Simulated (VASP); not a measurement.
Calculation: PBEsol GGA, VASP's PBE PAW potentials (set 64) (plane waves; VASP).

The input files of a VASP run:

KPOINTS:
```
Regular mesh
0
G
 8 8 4
0 0 0
```

INCAR:
```
LWAVE = .FALSE.
ALGO = Normal
SYSTEM = AlN
EDIFF = 1E-7   # SCF stop (eV)
ISIF = 2   # forces and stress, cell fixed
ISMEAR = 0
LCHARG = .FALSE.
GGA = PS
ENCUT = 600   # plane-wave cut-off (eV)
PREC = Accurate
LREAL = .FALSE.
SIGMA = 0.05
LASPH = .TRUE.   # aspherical one-centre terms
NELM = 100   # most electronic steps
```

POSCAR:
```
AlN
1
    1.5566497979    -2.6961965337     0.0000000000
    1.5566497979     2.6961965337     0.0000000000
    0.0000000000     0.0000000000     4.9837267432
Al N
2 2
Direct
  0.6666670000   0.3333330000   0.5000242274
  0.3333330000   0.6666670000   0.0000242274
  0.6666670000   0.3333330000   0.8819757726
  0.3333330000   0.6666670000   0.3819757726
```

POTCAR, in this order: Al N (PBE.64 set). Program: vasp_std.

The run wrote:

**OUTCAR**
```
 ion  position               nearest neighbor table
   1  0.667  0.333  0.500-   4 1.89   4 1.89   4 1.89   3 1.90   2 3.07   2 3.07   2 3.07   2 3.07
                             2 3.07   2 3.07
   2  0.333  0.667  0.000-   3 1.89   3 1.89   3 1.89   4 1.90   1 3.07   1 3.07   1 3.07   1 3.07
                             1 3.07   1 3.07
   3  0.667  0.333  0.882-   2 1.89   2 1.89   2 1.89   1 1.90
   4  0.333  0.667  0.382-   1 1.89   1 1.89   1 1.89   2 1.90
  LATTYP: Found a hexagonal cell.
 ALAT       =     3.1132995907
 C/A-ratio  =     1.6007861107
 Subroutine PRICEL returns:
 Original cell was already a primitive cell.
 Subroutine GETGRP returns: Found 12 space group operations
The static configuration has the point symmetry C_3v.
 The point group associated with its full space group is C_6v.
The dynamic configuration has the point symmetry C_3v.
 Subroutine INISYM returns: Found 12 space group operations
 Subroutine IBZKPT returns following result:
 Found     30 irreducible k-points:

 Following reciprocal coordinates:
            Coordinates               Weight
  0.000000  0.000000  0.000000      1.000000
  0.125000  0.000000  0.000000      6.000000
  0.250000  0.000000  0.000000      6.000000
...
```

**OSZICAR**
```
       N       E                     dE             d eps       ncg     rms          rms(c)
DAV:   1     0.557605637557E+02    0.55761E+02   -0.83044E+03   720   0.134E+03
DAV:   2    -0.314797887725E+02   -0.87240E+02   -0.80705E+02  1076   0.247E+02
DAV:   3    -0.357258651881E+02   -0.42461E+01   -0.42286E+01   948   0.590E+01
DAV:   4    -0.357626514211E+02   -0.36786E-01   -0.36777E-01   836   0.623E+00
DAV:   5    -0.357631670948E+02   -0.51567E-03   -0.51566E-03   920   0.734E-01    0.117E+01
DAV:   6    -0.313767167007E+02    0.43865E+01   -0.15419E+01   876   0.312E+01    0.421E+00
DAV:   7    -0.313515943727E+02    0.25122E-01   -0.57194E-01   792   0.640E+00    0.282E+00
DAV:   8    -0.313195684419E+02    0.32026E-01   -0.74638E-02   816   0.303E+00    0.453E-01
DAV:   9    -0.313154437811E+02    0.41247E-02   -0.15734E-02   904   0.961E-01    0.238E-01
DAV:  10    -0.313157398631E+02   -0.29608E-03   -0.13232E-03   868   0.299E-01    0.146E-01
DAV:  11    -0.313156655492E+02    0.74314E-04   -0.19834E-04   852   0.116E-01    0.299E-02
DAV:  12    -0.313156655326E+02    0.16636E-07   -0.38953E-06   828   0.228E-02    0.583E-03
DAV:  13    -0.313156650135E+02    0.51905E-06   -0.48978E-06   880   0.180E-02    0.394E-03
DAV:  14    -0.313156650451E+02   -0.31549E-07   -0.18052E-07   516   0.386E-03
   1 F= -.31315665E+02 E0= -.31315665E+02  d E =-.968693E-14
```

OUTCAR:
```
------------------------ aborting loop because EDIFF is reached ----------------------------------------
  FORCE on cell =-STRESS in cart. coord.  units (eV):
  Direction    XX          YY          ZZ          XY          YZ          ZX
  --------------------------------------------------------------------------------------
  Total       -0.0191150     -0.0191150     -0.0335653      0.0000000      0.0000000      0.0000000
  in kB       -0.7320808     -0.7320808     -1.2855056      0.0000000      0.0000000      0.0000000
  external PRESSURE =      -0.9165558 kB  Pullay stress =       0.0000000 kB
  volume of cell :       41.83
      direct lattice vectors                 reciprocal lattice vectors
     1.556649798 -2.696196534  0.000000000     0.321202624 -0.185446422  0.000000000
     1.556649798  2.696196534  0.000000000     0.321202624  0.185446422  0.000000000
     0.000000000  0.000000000  4.983726743     0.000000000  0.000000000  0.200653056
  FREE ENERGIE OF THE ION-ELECTRON SYSTEM (eV)
  ---------------------------------------------------
  free  energy   TOTEN  =       -31.3156650451 eV

  energy  without entropy=      -31.3156650451  energy(sigma->0) =      -31.31566505
```
(Selected blocks of OUTCAR.)

The compound is AlN in the wurtzite structure. It was relaxed first.
